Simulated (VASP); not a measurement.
Data:

```xyz
2
Lattice="4.5769 0.0000 0.0000 0.0000 4.5769 0.0000 0.0000 0.0000 4.5769" Properties=species:S:1:pos:R:3 pbc="T T T"
Cs     0.0000     0.0000     0.0000
Br     2.2885     2.2885     2.2885
```

Computed with RPBE GGA, VASP's PBE PAW potentials (set 64) (plane waves; VASP). Run with 520 eV cut-off, 7×7×7 Γ-centred mesh, tetrahedra with Blöchl corrections, potentials Cs_sv Br.

Question: Estimate the energy per atom (σ→0).

Answer: 
```
Item                           Result
---------------------  --------------
energy per atom (σ→0)  -2.828 eV/atom
```

Only differences to runs with the same potentials and settings are physical.

The compound is CsBr in the CsCl type structure. It was relaxed first, which changed the volume by +21 %.
